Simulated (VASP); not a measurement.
Output of a VASP run:

File OUTCAR:
```
 ion  position               nearest neighbor table
   1  0.739  0.259  0.247-  40 2.96  41 3.03  33 3.22  43 3.39  34 3.53  47 3.61
   2  0.986  0.504  0.249-  57 2.98  45 3.07  58 3.21  47 3.31  41 3.32  48 3.79
   3  0.987  0.260  0.494-  43 2.97  58 3.06  47 3.18  60 3.42  50 3.56  51 3.59
   4  0.240  0.260  0.247-  47 2.97  48 3.06  36 3.23  51 3.40  39 3.57  40 3.59
   5  0.737  0.756  0.247-  49 2.97  34 3.08  38 3.23  53 3.38  41 3.50  57 3.64
   6  0.978  0.015  0.249-  34 3.00  35 3.03  47 3.15  50 3.16  57 3.79
   7  0.486  0.259  0.496-  51 2.98  52 3.08  40 3.21  55 3.40  42 3.53  43 3.63
   8  0.738  0.509  0.495-  52 2.97  53 3.08  41 3.18  56 3.41  43 3.53  58 3.61
   9  0.987  0.755  0.494-  53 2.98  50 3.11  57 3.20  63 3.44  58 3.47  59 3.57
  10  0.736  0.260  0.746-  55 2.96  56 3.04  43 3.22  33 3.39  44 3.56  60 3.65
  11  0.978  0.501  0.744-  63 2.96  56 2.99  60 3.26  58 3.34  45 3.61  61 3.90
  12  0.987  0.260  0.999-  33 2.96  45 3.08  60 3.25  47 3.35  35 3.58  36 3.58
  13  0.239  0.757  0.246-  57 2.98  39 3.10  46 3.21  59 3.41  48 3.52  49 3.62
  14  0.497  0.009  0.248-  39 2.92  32 3.07  42 3.22  34 3.34  40 3.42  49 3.71
  15  0.240  0.509  0.494-  58 2.98  59 3.09  48 3.20  61 3.45  51 3.52  52 3.60
  16  0.487  0.756  0.495-  59 2.99  42 3.09  49 3.22  62 3.43  52 3.50  53 3.61
  17  0.737  0.009  0.495-  42 2.96  43 3.07  34 3.18  44 3.41  53 3.52  50 3.66
  18  0.241  0.260  0.746-  60 2.98  61 3.08  51 3.20  36 3.37  55 3.55  54 3.57
  19  0.497  0.503  0.746-  61 2.91  62 2.96  55 3.32  56 3.34  52 3.52  37 3.65
  20  0.737  0.755  0.747-  62 2.98  44 3.08  53 3.21  38 3.37  56 3.46  63 3.66
  21  0.975  0.018  0.743-  44 2.96  60 3.16  50 3.44  35 3.72  63 3.89
  22  0.486  0.259  0.999-  36 2.98  37 3.08  55 3.24  40 3.35  32 3.56  33 3.63
  23  0.738  0.509  0.999-  37 2.99  38 3.08  56 3.23  41 3.35  33 3.53  45 3.62
  24  0.987  0.755  1.000-  38 2.96  35 3.11  63 3.27  57 3.36  45 3.47  46 3.56
  25  0.241  0.009  0.494-  50 2.98  51 3.07  39 3.20  54 3.44  59 3.49  42 3.56
  26  0.241  0.755  0.746-  63 3.01  54 3.13  59 3.18  46 3.37  61 3.47  62 3.55
  27  0.499  0.016  0.744-  54 2.94  55 3.10  42 3.32  44 3.33  32 3.58  62 3.77
  28  0.239  0.510  0.998-  45 2.98  46 3.09  61 3.25  48 3.39  36 3.53  37 3.61
  29  0.485  0.757  0.998-  46 2.99  32 3.09  62 3.24  49 3.39  37 3.52  38 3.63
  30  0.737  0.009  1.000-  32 2.97  33 3.07  44 3.25  34 3.34  38 3.51  35 3.66
  31  0.241  0.009  1.000-  35 3.00  36 3.07  54 3.27  39 3.36  46 3.48  32 3.57
  32  0.512  0.990  0.016-  30 2.97  14 3.07  29 3.09  22 3.56  31 3.57  27 3.58
  33  0.763  0.242  0.003-  12 2.96  30 3.07   1 3.22  10 3.39  23 3.53  22 3.63
  34  0.751  0.990  0.253-   6 3.00   5 3.08  17 3.18  30 3.34  14 3.34   1 3.53
  35  0.014  0.990  0.022-  31 3.00   6 3.03  24 3.11  12 3.58  30 3.66  21 3.72
  36  0.260  0.242  0.002-  22 2.98  31 3.07   4 3.23  18 3.37  28 3.53  12 3.58
  37  0.513  0.491  0.024-  64 2.97  23 2.99  22 3.08  29 3.52  28 3.61  19 3.65
  38  0.762  0.743  0.002-  24 2.96  23 3.08   5 3.23  20 3.37  30 3.51  29 3.63
  39  0.276  0.991  0.253-  14 2.92  13 3.10  25 3.20  31 3.36   4 3.57
  40  0.513  0.269  0.253-   1 2.96  64 3.09   7 3.21  22 3.35  14 3.42   4 3.59  41 4.09
  41  0.733  0.490  0.253-   1 3.03  64 3.14   8 3.18   2 3.32  23 3.35   5 3.50  40 4.09  52 4.13
 Subroutine IBZKPT returns following result:
 Found      1 irreducible k-points:

 Following reciprocal coordinates:
            Coordinates               Weight
  0.000000  0.000000  0.000000      1.000000
   k-points           NKPTS =      1   k-points in BZ     NKDIM =      1   number of bands    NBANDS=    196
   number of dos      NEDOS =    301   number of ions     NIONS =     64
   total plane-waves  NPLWV = 262144
   dimension x,y,z NGX =    64 NGY =   64 NGZ =   64
   dimension x,y,z NGXF=   128 NGYF=  128 NGZF=  128
   ions per type =              31  32   1
   PREC   = normal    normal or accurate (medium, high low for compatibility)
   ISTART =      0    job   : 0-new  1-cont  2-samecut
   ICHARG =      2    charge: 1-file 2-atom 10-const
   ISPIN  =      1    spin polarized calculation?
   LNONCOLLINEAR =      F non collinear calculations
   LSORBIT =      F    spin-orbit coupling
   INIWAV =      1    electr: 0-lowe 1-rand  2-diag
   ENCUT  =  400.0 eV  29.40 Ry    5.42 a.u.  21.40 21.40 21.40*2*pi/ulx,y,z
   NELM   =    100;   NELMIN=  4; NELMDL= -5     # of ELM steps
   EDIFF  = 0.1E-04   stopping-criterion for ELM
   LREAL  =      T    real-space projection
   NLSPLINE    = F    spline interpolate recip. space projectors
   LMAXMIX     =    4 max onsite mixed and CHGCAR
   VOSKOWN=      0    Vosko Wilk Nusair interpolation
   EDIFFG = -.3E-01   stopping-criterion for IOM
   NSW    =    120    number of steps for IOM
   NBLOCK =      1;   KBLOCK =    120    inner block; outer block
   IBRION =      2    ionic relax: 0-MD 1-quasi-New 2-CG
   NFREE  =      1    steps in history (QN), initial steepest desc. (CG)
   ISIF   =      2    stress and relaxation
   ISYM   =      0    0-nonsym 1-usesym 2-fastsym
   TEIN   =    0.0    initial temperature
   TEBEG  =    0.0;   TEEND  =   0.0 temperature during run
   SMASS  =  -3.00    Nose mass-parameter (am)
   PSTRESS=    0.0 pullay stress
   NELECT =     320.0000    total number of electrons
...
```

### OSZICAR
```
...
  22 F= -.21690719E+03 E0= -.21690719E+03  d E =-.308049E-02
       N       E                     dE             d eps       ncg     rms          rms(c)
DAV:   1    -0.216899681042E+03    0.75064E-02   -0.12621E+00   392   0.177E+00    0.531E-01
RMM:   2    -0.216905725909E+03   -0.60449E-02   -0.70326E-02   394   0.426E-01    0.168E-01
RMM:   3    -0.216907154142E+03   -0.14282E-02   -0.14263E-02   438   0.175E-01    0.194E-01
RMM:   4    -0.216907262159E+03   -0.10802E-03   -0.18506E-03   445   0.692E-02    0.121E-01
RMM:   5    -0.216907235039E+03    0.27120E-04   -0.43067E-04   411   0.354E-02    0.503E-02
RMM:   6    -0.216907248450E+03   -0.13411E-04   -0.15158E-04   406   0.211E-02    0.281E-02
RMM:   7    -0.216907247081E+03    0.13697E-05   -0.53350E-05   322   0.112E-02
  23 F= -.21690725E+03 E0= -.21690725E+03  d E =-.313689E-02
       N       E                     dE             d eps       ncg     rms          rms(c)
DAV:   1    -0.216905377994E+03    0.18705E-02   -0.37689E-01   392   0.970E-01    0.287E-01
RMM:   2    -0.216907137759E+03   -0.17598E-02   -0.20677E-02   394   0.231E-01    0.938E-02
RMM:   3    -0.216907546544E+03   -0.40878E-03   -0.40886E-03   436   0.947E-02    0.105E-01
RMM:   4    -0.216907577639E+03   -0.31096E-04   -0.52937E-04   441   0.373E-02    0.641E-02
RMM:   5    -0.216907571321E+03    0.63181E-05   -0.12255E-04   403   0.190E-02    0.244E-02
RMM:   6    -0.216907575497E+03   -0.41760E-05   -0.38687E-05   285   0.110E-02
  24 F= -.21690758E+03 E0= -.21690758E+03  d E =-.346531E-02
       N       E                     dE             d eps       ncg     rms          rms(c)
DAV:   1    -0.216908992120E+03   -0.14208E-02   -0.18283E-01   392   0.674E-01    0.264E-01
RMM:   2    -0.216909921325E+03   -0.92921E-03   -0.10903E-02   393   0.165E-01    0.736E-02
RMM:   3    -0.216910121339E+03   -0.20001E-03   -0.20864E-03   440   0.669E-02    0.659E-02
RMM:   4    -0.216910132505E+03   -0.11166E-04   -0.25240E-04   429   0.260E-02    0.345E-02
RMM:   5    -0.216910132433E+03    0.71828E-07   -0.64631E-05   347   0.136E-02
  25 F= -.21691013E+03 E0= -.21691013E+03  d E =-.255694E-02
       N       E                     dE             d eps       ncg     rms          rms(c)
DAV:   1    -0.216909179546E+03    0.95296E-03   -0.35508E-01   392   0.939E-01    0.372E-01
RMM:   2    -0.216911015714E+03   -0.18362E-02   -0.21538E-02   393   0.232E-01    0.103E-01
RMM:   3    -0.216911430390E+03   -0.41468E-03   -0.42882E-03   442   0.947E-02    0.940E-02
RMM:   4    -0.216911455057E+03   -0.24667E-04   -0.51956E-04   432   0.371E-02    0.506E-02
RMM:   5    -0.216911455056E+03    0.10623E-08   -0.13448E-04   408   0.193E-02    0.178E-02
RMM:   6    -0.216911458748E+03   -0.36916E-05   -0.33307E-05   269   0.995E-03
  26 F= -.21691146E+03 E0= -.21691146E+03  d E =-.388325E-02
       N       E                     dE             d eps       ncg     rms          rms(c)
DAV:   1    -0.216912053994E+03   -0.59894E-03   -0.24131E-01   392   0.780E-01    0.284E-01
RMM:   2    -0.216913315272E+03   -0.12613E-02   -0.14486E-02   392   0.193E-01    0.827E-02
RMM:   3    -0.216913600577E+03   -0.28531E-03   -0.29202E-03   444   0.786E-02    0.797E-02
RMM:   4    -0.216913619212E+03   -0.18635E-04   -0.36117E-04   445   0.307E-02    0.410E-02
RMM:   5    -0.216913618076E+03    0.11365E-05   -0.83181E-05   366   0.156E-02
  27 F= -.21691362E+03 E0= -.21691362E+03  d E =-.215933E-02
```

### OUTCAR
```
------------------------ aborting loop because EDIFF is reached ----------------------------------------
  FORCE on cell =-STRESS in cart. coord.  units (eV):
  Direction    XX          YY          ZZ          XY          YZ          ZX
  --------------------------------------------------------------------------------------
  Total       61.4366369     61.7582508     61.5910821     -4.2665956     -4.2621063      4.2878723
  in kB       43.5843369     43.8124959     43.6939033     -3.0268053     -3.0236205      3.0418995
  external PRESSURE =      43.6969120 kB  Pullay stress =       0.0000000 kB
  volume of cell :     2258.43
      direct lattice vectors                 reciprocal lattice vectors
    13.120061114  0.000000000  0.000000000     0.076219157  0.000000000  0.000000000
     0.000000000 13.120061114  0.000000000     0.000000000  0.076219157  0.000000000
     0.000000000  0.000000000 13.120061114     0.000000000  0.000000000  0.076219157
  FREE ENERGIE OF THE ION-ELECTRON SYSTEM (eV)
  ---------------------------------------------------
  free  energy   TOTEN  =      -216.9136180759 eV

  energy  without entropy=     -216.9136180759  energy(sigma->0) =     -216.91361808

 reached required accuracy - stopping structural energy minimisation
```
(Selected blocks of OUTCAR.)

### POSCAR
```
Pb32SnTe31
1
   13.1200611136     0.0000000000     0.0000000000
    0.0000000000    13.1200611136    -0.0000000000
   -0.0000000000    -0.0000000000    13.1200611136
Te Pb Sn
31 32 1
Direct
  0.7387414580   0.2588777131   0.2465415076
  0.9855594418   0.5036000763   0.2486405822
  0.9870232595   0.2600397516   0.4943209849
  0.2395655269   0.2604877416   0.2465184346
  0.7373801679   0.7564779732   0.2467637969
  0.9783261376   0.0154012137   0.2492392284
  0.4861499215   0.2587092765   0.4956987318
  0.7384187838   0.5093549038   0.4949119443
  0.9873176847   0.7551509067   0.4944562417
  0.7363874967   0.2603332266   0.7463937577
  0.9784846520   0.5014049221   0.7437732034
  0.9872721724   0.2600017664   0.9994735328
  0.2390032417   0.7569629689   0.2462278436
  0.4971154031   0.0089004205   0.2484873589
  0.2395582581   0.5094919517   0.4938212830
  0.4866102881   0.7564733313   0.4950574255
  0.7369526417   0.0093999827   0.4945508119
  0.2410189498   0.2601162372   0.7464560220
  0.4968266247   0.5033448528   0.7463284822
  0.7366006065   0.7552863960   0.7466246908
  0.9747618176   0.0178807990   0.7431555826
  0.4861530944   0.2592078965   0.9990393371
  0.7381053905   0.5093886486   0.9988066418
  0.9869466165   0.7550906913   0.9996397695
  0.2412955913   0.0089791865   0.4941831340
  0.2413260565   0.7547802917   0.7463652835
  0.4985927028   0.0155233426   0.7441787435
  0.2390218258   0.5100197811   0.9980727727
  0.4854579708   0.7567326312   0.9981090397
  0.7369831739   0.0091816580   0.9996505277
  0.2411327673   0.0088926007   0.9997712991
  0.5121049078   0.9898625790   0.0158776063
  0.7625162417   0.2416562517   0.0028847996
  0.7510305024   0.9904233309   0.2531639450
  0.0144636957   0.9897867159   0.0223897863
  0.2597926152   0.2419347616   0.0020510490
  0.5125915122   0.4912648138   0.0237368352
  0.7615213586   0.7430880135   0.0020126353
  0.2755499520   0.9906517397   0.2532407681
  0.5132481190   0.2690178683   0.2525125304
  0.7329592239   0.4899910170   0.2534475090
  0.5119363147   0.9908245435   0.4924208663
  0.7618229834   0.2415482271   0.5032355547
  0.7508401161   0.9896582539   0.7532410061
  0.0129885270   0.4927153838   0.0168271418
  0.2580826561   0.7445146833   0.0023290197
  0.0137382430   0.2528518189   0.2532747696
  0.2737796077   0.4912785464   0.2531893327
  0.5129790094   0.7265071683   0.2530731095
  0.0150454082   0.9902319172   0.4858804680
  0.2597406385   0.2421146278   0.5039403936
  0.5129930693   0.4916648823   0.4789019393
  0.7610157453   0.7425719307   0.5032821405
  0.2763592137   0.9903155901   0.7533965075
  0.5111918975   0.2511046563   0.7532772657
  0.7512042801   0.4918247447   0.7538177245
  0.0135926174   0.7287640408   0.2532156167
  0.0133542033   0.4919215196   0.4916267001
  0.2589921078   0.7440276791   0.5048101061
  0.0142712804   0.2553537414   0.7532796458
  0.2751234500   0.4925947405   0.7534486008
  0.5108436021   0.7283491218   0.7538303832
  0.0137813439   0.7239581904   0.7535288383
  0.4943928330   0.5035057605   0.2490734100
```

### Question
Write an INCAR and KPOINTS that could have produced this output.

### Answer
This is not unique; one that fits is the input of the run itself, PBE GGA, plane waves, VASP's PBE PAW potentials (set 64).

**KPOINTS**
```
Automatic mesh
0
Gamma
1 1 1
0 0 0
```

**INCAR**
```
ALGO = Fast
EDIFF = 1E-5
EDIFFG = -0.03
ENCUT = 400
GGA = PE
IBRION = 2
ISIF = 2
ISMEAR = 0
ISYM = 0
LASPH = .TRUE.
LCHARG = .FALSE.
LMAXMIX = 4
LREAL = Auto
LWAVE = .FALSE.
NELECT = 320.0
NELM = 100
NELMIN = 4
NSW = 120
PREC = Normal
SIGMA = 0.05
SYSTEM = Pb32SnTe31
```

POTCAR, in this order: Te Pb Sn (PBE.64 set). Program: vasp_gam.

The cell is charged, with a uniform compensating background. The supercell is sampled at Γ alone, which is coarse: total energies, pressure and levels can be off, energies of defects by several tenths of an eV.

The cell is a supercell with a defect, built from PbTe (rock salt): Sn_Te, charge -2. The run is not spin-polarised, so no state with unpaired spins was tried.
